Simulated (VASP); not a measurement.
Crystal: Ag.

```xyz
1
Lattice="0.0000 2.0262 2.0262 2.0262 0.0000 2.0262 2.0262 2.0262 0.0000" Properties=species:S:1:pos:R:3 pbc="T T T"
Ag    0.0000    0.0000    0.0000
```

Base run:

| Quantity | Value |
| --- | --- |
| Program | VASP 6.6.1 |
| Functional | PBEsol |
| Potentials or basis | VASP PAW PBE potentials, release 64 (Ag) |
| Cutoff | 520 eV |
| k mesh | 18 × 18 × 18 |
| Occupations | gaussian, width 0.5 eV |
| Spin | no spin polarisation |

Its results: band gap on the k mesh none (metal or under the smearing width); pressure 0.0 GPa.

**Question.** The run is repeated on the same cell with these changes: functional from PBEsol to r2SCAN; occupations from gaussian, width 0.5 eV to gaussian, width 0.1 eV. What comes out?

**Answer.** Band gap on the k mesh none (metal or under the smearing width); pressure 4.6 GPa.

Caveats: the PAW data sets were made with another functional, which shifts forces and pressure a little.
